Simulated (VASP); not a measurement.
Input:

```xyz
1
Lattice="0.0000 1.9153 1.9153 1.9153 0.0000 1.9153 1.9153 1.9153 0.0000" Properties=species:S:1:pos:R:3 pbc="T T T"
Rh     0.0000     0.0000     0.0000
```

The numbers are results of optB88-vdW, VASP's PBE PAW potentials (set 64) (plane waves; VASP 6.6.1), not measurements. Run with 520 eV cut-off, 16×16×16 Γ-centred mesh, first-order Methfessel-Paxton smearing of 0.10 eV, potentials Rh_pv.

Task: Give the energy at these volumes per atom, relative to the lowest: 13.20, 13.62, 14.04, 14.46, 14.88 Å³.

Result: 47.8, 11.5, 0.0, 9.1, 35.3 meV/atom. A third-order Birch-Murnaghan fit gives B0 = 259 GPa and B0′ = 5.2.

Measured: bulk modulus 271 GPa at 0 K (computed value off by -4.3 %), as given by H. Levämäki et al., Physical Review B (2014), arXiv:1402.3671 [corrected for temperature and zero-point phonon effects]; a 3.794 Å at 0 K (computed value off by +1.0 %), as given by Daniel Mejia-Rodriguez et al., Physical Review B (2018), arXiv:1807.09216 [static lattice: zero-point anharmonic expansion removed].

The compound is Rh in the fcc structure. It was relaxed first.
